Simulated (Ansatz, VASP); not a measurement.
# Cross-check of Re (Rhenium) between VASP and Ansatz, part 2 of 2

One calculation is typed for both programs; each brings its own data sets. How far apart do they land? The cell is taken from a series of runs on this material, whose earlier steps may have relaxed, scaled, displaced or heated it; both programs get it as it stands.

VASP 6.6.1 and Ansatz 0.2.0.

So far: Set-up; VASP: zone-centre phonons, PBEsol.

## 3. Ansatz: zone-centre phonons, PBEsol

Level of this step: Ansatz beside VASP: Kohn-Sham DFT, plane waves, PBEsol (Ansatz).

Ansatz runs on its PAW soft_1 files.

The same cell, functional, mesh and smearing now go to Ansatz, which takes its cutoff from its data sets.

Contents of input.yaml:

```yaml
crystal:
  lattice:
    - [2.6957383642, 0.0, 0.0]
    - [-1.3478691821, 2.3345779053, 0.0]
    - [0.0, 0.0, 4.4969285052]
  atoms:
    - { symbol: Re, position: [0.3333333333, 0.6666666667, 0.25] }
    - { symbol: Re, position: [0.6666666667, 0.3333333333, 0.75] }
kpoints:
  mp_grid: { grid: [18, 18, 12] }
hamiltonian:
  xc: pbesol
  pseudopotentials: { kind: paw, azcp: { folder: soft_1 }, xc_functional: pbe }
scf:
  occupations: { method: methfessel_paxton, width: 0.2 }
output:
  eigenvalues: true
phonons:
  method: dfpt
```

Run with:

```bash
ansatz run input.yaml --threads 4 --pin off --max-ram 10240MiB --backend cpu --events-out ev --progress --plain --runs-dir out
```

Numbers of over 12 decimals in the logs are rounded to 6 here.

The log of the run:

```text
zone centre: on kpoints.mp_grid the ground state, and the responses unless they are solved on pairs of k-points, stand on 637 of the mesh's 3888 k-points, reduced under 4 symmetry operations, with k and −k counted as one. Each operation leaves every solved displacement unchanged or reverses it
Engine: ansatz 0.2.0, x86_64-unknown-linux-gnu
Pseudopotentials: kind: paw
Pseudopotential: Re, paw, valence charge 15, recommended cutoff 420 eV (normal), soft_1/Re.paw.azcp
Functional definition: PBEsol
  exchange = pbesol_x
  correlation = pbesol_c
Crystal: 2 atoms, lattice volume = 28.301 Å³
Basis set: ecut = 420 eV, 549 PW (Γ), exchange–correlation on 40×40×64 points (8 copies of the dense FFT grid, shifted against one another)
Bands: 19, of which v1, the nominal top of the filled ones, is band 15 counted from 1 (14 counted from 0)
Symmetry: 24 space group operations
k-points: 637 of 3888 (irreducible under 4 space group operations, time reversal used)
Non-local potential: Re, projectors of the file, l = 0: 3, l = 1: 2, l = 2: 2, l = 3: 1
PAW form: soft (Blöchl's): semilocal exchange-correlation on the pseudo side does not see the compensation charge
PAW frozen core: Re, regenerated for the run's functional, and the local potential with it (the file was generated under x = pbe(κ = 0.804, μ = 0.219515), c = pbe(β = 0.066725))
PAW one-centre angular grid: Re, 590 points (default); XC on 64 Gauss nodes
Initial density: superposition of atomic densities (chi_scale 0.1, normalization cell)
Initial wavefunctions: pseudopotential atomic-orbital guess
Functional: x = pbesol(κ = 0.804, μ = 0.123457), c = pbesol(β = 0.046)
SCF iter   1: F=—  HF=-21477.093468 eV  |F-HF|=—  |Δ(HF+E_count)|=         —  Δρ=6.28e-2  dr2=1.00e0  ethr=3.10e-3  ⟨swp⟩=4.7  Hψ=48129  notcnv=0
preconditioner: auto → none  [metal: Δε(μ)=0.009 eV  Ē_g=6.703 eV  σ=0.200 eV  W_gap=0.04  n_scr=8 (ndim 8)  ℏωp=26.1 eV  f_vac=0.000  D(μ)=1.44/eV (n_scr^D=22)  sad-step TF]
SCF iter   2: F=—  HF=-21476.819037 eV  |F-HF|=—  |Δ(HF+E_count)|=   2.74e-1  S|Δr|=    0.00e0  Δρ=3.67e-2  dr2=3.29e-1  ethr=3.10e-3  ⟨swp⟩=2.0  Hψ=19422  notcnv=0  defer=9
SCF iter   3: F=—  HF=-21476.691353 eV  |F-HF|=—  |Δ(HF+E_count)|=   1.28e-1  S|Δr|=    0.00e0  Δρ=1.69e-3  dr2=2.79e-4  ethr=1.10e-3  ⟨swp⟩=3.0  Hψ=23500  notcnv=0  defer=9
SCF iter   4: F=—  HF=-21476.691657 eV  |F-HF|=—  |Δ(HF+E_count)|=   3.04e-4  S|Δr|=    0.00e0  Δρ=1.67e-4  dr2=7.53e-6  ethr=9.31e-7  ⟨swp⟩=2.1  Hψ=17740  notcnv=0  defer=9
SCF iter   5: F=—  HF=-21476.691654 eV  |F-HF|=—  |Δ(HF+E_count)|=   3.33e-6  S|Δr|=    0.00e0  Δρ=2.63e-5  dr2=1.24e-7  ethr=2.51e-8  ⟨swp⟩=2.0  Hψ=16312  notcnv=0  defer=9
SCF iter   6: F=—  HF=-21476.691654 eV  |F-HF|=—  |Δ(HF+E_count)|=   1.51e-7  S|Δr|=    0.00e0  Δρ=4.26e-6  dr2=4.07e-9  ethr=4.12e-10  ⟨swp⟩=2.6  Hψ=22060  notcnv=0  defer=9
SCF iter   7: F=—  HF=-21476.691654 eV  |F-HF|=—  |Δ(HF+E_count)|=  9.86e-10  S|Δr|=    0.00e0  Δρ=1.22e-6  dr2=3.46e-10  ethr=1.36e-11  ⟨swp⟩=3.0  Hψ=22976  notcnv=0  defer=9
SCF iter   8: F=-21476.691654 eV  HF=-21476.691654 eV  |F-HF|=7.28e-12  |Δ(HF+E_count)|=  1.35e-10  S|Δr|=    0.00e0  Δρ=8.98e-8  dr2=7.97e-13  ethr=1.00e-12  ⟨swp⟩=3.9  Hψ=57518  notcnv=0
SCF 1 converged in 8 iterations: F = -21476.691654 eV  dr2 = 7.97e-13
  greatest PAW one-centre occupation: 0.999 electrons in one spin orbital (limit 2), on the Re atom at site 1 (counted from 0), in its partial waves of l = 0
DFPT response loops at Γ: preconditioner auto → Kerker (q_TF=auto, 2.755 Å⁻¹) (partly filled bands, converged f_vac=0.000); β = 1.00, the filter's whole step (`scf.mixing.beta` (0.50) is not read by the response loops under this deck's `scf.mixing.preconditioner`; to damp them name `kerker` or `kerker_dos`, under which they read `scf.mixing.beta`, and type it under 1.00, their step now; both keys bind the ground state too); Broyden in place of MSR1
SCF converged after 8 iterations
Stability not checked: this state was not tested for a lower state beside it, because cold or Methfessel-Paxton smearing, or corrected tetrahedra, fill the levels in a way that the test cannot read (fill_not_monotonic; see scf.lower_state_search)
Free energy (F): -21476.691654 eV
Harris-Foulkes:  -21476.691654 eV  (|F-HF|=7.28e-12)
Internal energy: -21476.692365 eV  (E = F + TS)
E sigma→0 (E₀):  -21476.691832 eV
Entropy (-TS):   0.000712 eV (0.356 meV/atom)
Fermi energy:    25.010745 eV
Step filling:    the computed levels leave a gap of 0.0000 eV = 0.0 smearing widths at the electron count; against every level under it full and every level over it empty, smearing changes F+E_penalty+E_count by +0.469 meV and its σ→0 estimate by +0.291 meV
--- Per-component energies (eV) ---
  E_band       = -115.031534
  E_kinetic    = 1051.303233
  E_local      = -1483.806638  (includes V_loc(G=0)·N_el)
  E_nonlocal   = 165.420246
  E_hartree    = 521.318036
  E_xc         = -710.412177
  E_vxc        = -582.514447  (∫ρ·V_xc dr)
  E_paw        = -17152.488320  (= ΣΔE_a)
  E_vpaw       = -308.070130  (= ΣTr[D̂ρ^β])
  E_aug_tail   = 0.000105  (compensation charges beyond the density's cutoff)
  E_ewald      = -3868.493503
  E_core_change = 0.466653  (= ΣΔE_core)
  E_smearing   = 0.000712  (= −TS)
  E_closure    = -0.000000  (closes the sum)
  Σ components = -21476.691654   (vs F -21476.691654, Δ=0.00e0)
--- Band table (eV; the first three rows and the last of 637) ---
  k-point 0: bands = [... 11 lower, 23.3400, 23.3400, 24.1369, 24.1369, 25.3164, 25.4775, 25.4775, 28.5531]
  k-point 1: bands = [... 11 lower, 23.3094, 23.3094, 24.0910, 24.0910, 25.0807, 25.5817, 25.5817, 28.5562]
  k-point 2: bands = [... 11 lower, 23.2417, 23.2417, 23.9656, 23.9656, 24.4786, 25.8657, 25.8657, 28.5479]
  k-point 636: bands = [... 11 lower, 21.5042, 22.7596, 22.7596, 24.7479, 24.7479, 29.1450, 29.1450, 31.8368]
--- Phonons (Γ-DFPT): 2 representative perturbations + reference, on 637 of 3888 k-points (Σ response iterations 5) ---
  k mesh reduced under 4 symmetry operations, with k and −k counted as one. Each operation leaves every solved displacement unchanged or reverses it
  ASR residual: 6.563e-5 → 0.000e0 eV/Å²; symmetrization residual: 1.235e-13 eV/Å²
  ASR residual per site (eV/Å²): 6.56e-5 6.56e-5
  Γ frequencies (cm⁻¹): 0.00 0.00 0.00 101.88 124.65 124.65
  non-analytic LO–TO correction: not included (Born effective charges unavailable; polar crystals: no LO–TO splitting at Γ)
```

The column dr2 measures how far the density is from self-consistency, as an energy; F and HF (Harris–Foulkes) agree once it is small.

## 4. Differences

Known differences besides the potentials themselves: the data sets hold 30 valence electrons in Ansatz (on its PAW soft_1 files) and 14 in VASP; the cutoff is 420 eV in Ansatz and 600 eV in VASP; Ansatz makes its cores anew for this functional, VASP keeps those of its PBE data sets. Total energies have different zeros and are not compared.

Both answers:

```tsv
quantity	Ansatz	VASP	difference
optical mode 1 (cm⁻¹)	101.9	96.5	+5.56 %
optical mode 2 to 3 (cm⁻¹)	124.7	123.3	+1.06 %
```

Modes are paired by rising frequency, not by their patterns, so a pair may set unlike modes beside each other; they are those without the splitting of longitudinal modes.

## 5. Outcome

* r.m.s. difference of the optical zone-centre modes, each program's sorted by frequency (zone-centre phonons, PBEsol): 3.3 cm⁻¹
* difference in optical mode 1 (zone-centre phonons, PBEsol): +5.6 %

**Reading.** The r.m.s. difference of the optical zone-centre modes, each program's sorted by frequency is 3.3 cm⁻¹ (zone-centre phonons, PBEsol). The data sets hold unlike numbers of valence electrons (30 in Ansatz and 14 in VASP), so part of the differences comes from the potentials. Among the rows given in per cent, the largest difference of the zone-centre phonons, PBEsol pair is in optical mode 1, +5.6 %. Such differences can come from data sets, numerical settings and the points named under the comparisons, not from the functional's error against experiment.

[Lines on the potential files, build, host, timing and source positions are cut from VASP's logs without a mark.]

[Logs are printed without paths, hosts, clocks, repeated set-up lines and the standing remarks that a program may print on its own settings, such as how far it seeks lower states.]

[Hosts, paths, dates, database ids (printed as entryN), source tags and the programs' standing remarks are cut or masked in the printed files.]
